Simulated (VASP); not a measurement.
# LiMoO$_{2}$ (space group R-3m): computed properties

These are PBEsol GGA, VASP's PBE PAW potentials (set 64) (plane waves; VASP) values and carry that method's errors.

| Item | Result |
|---|---|
| space group | R-3m (166) |
| cell | a = 2.757 Å, b = 2.757 Å, c = 16.047 Å, α = 90.00°, β = 90.00°, γ = 120.00° |
| volume per atom | 8.80 Å³/atom |
| band gap (over mesh and band path) | none (metal, semimetal or under 0.01 eV) |
| density | 6.36 g/cm³ |

```cif
data_LiMoO2
_chemical_formula_sum 'Li1 Mo1 O2'
_space_group_name_H-M_alt 'P 1'
_space_group_IT_number 1
_cell_length_a 5.58085
_cell_length_b 5.58085
_cell_length_c 5.58085
_cell_angle_alpha 28.599
_cell_angle_beta 28.599
_cell_angle_gamma 28.599
loop_
_space_group_symop_operation_xyz
  'x, y, z'
loop_
_atom_site_label
_atom_site_type_symbol
_atom_site_fract_x
_atom_site_fract_y
_atom_site_fract_z
_atom_site_occupancy
Li1 Li 0.50000 0.50000 0.50000 1
Mo1 Mo 0.00000 0.00000 0.00000 1
O1 O 0.24687 0.24687 0.24687 1
O2 O 0.75313 0.75313 0.75313 1
```

The structure comes from a computed database's LiMoO2 entry (R-3m); how it stands against other phases isn't given here. It was relaxed first. Symmetry was kept, so distortions that lower it aren't found. The electron count is odd and the run is not spin-polarised, which forces a metal.
